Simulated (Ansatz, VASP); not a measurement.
**SiP5: VASP beside Ansatz**

```xyz
6
Lattice="3.4299 0.0000 -0.5827 0.0000 3.4591 0.0000 -2.1158 0.0000 7.8399" Properties=species:S:1:pos:R:3 pbc="T T T"
Si    0.0000    0.0000    0.0000
P    -1.2282    1.7295    2.7055
P     0.3880    0.0000    2.3841
P     2.5423    1.7295    4.5517
P     0.9262    0.0000    4.8731
P     1.7150    1.7295   -0.2913
```

Change from the starting cell: species swapped into the BaBi5 type (P2/m, No. 10).

Alike in both runs: functional PBE; k mesh 4 × 4 × 3; occupations gaussian, width 0.2 eV; no spin polarisation.

Ansatz relaxed the structure, and its values are those at the end. VASP's run is a single point on that final structure, the one shown.

|  | VASP | Ansatz |
| --- | --- | --- |
| version | VASP 6.6.1 | Ansatz 0.2.0 |
| potentials or method | VASP PAW PBE potentials, release 64 (Si, P) | scalar-relativistic, plane waves, PAW |
| plane-wave cutoff (eV) | 520 | 420 |
| valence electrons in the cell | 29 | 29 |

VASP gave:

* gap on the k mesh at the Fermi level (eV): none
* pressure (GPa): -0.2
* rms of the force components (eV/Å): 0.033

Task: Which values does Ansatz return?

Result: gap on the k mesh at the Fermi level (eV): none; pressure (GPa): 0.0; rms of the force components (eV/Å): 0.027.

A gap of «none» marks a metal or a gap that the smearing closes.

Caveats: the k mesh is coarse (spacing up to 0.50 Å⁻¹), so the values aren't converged.
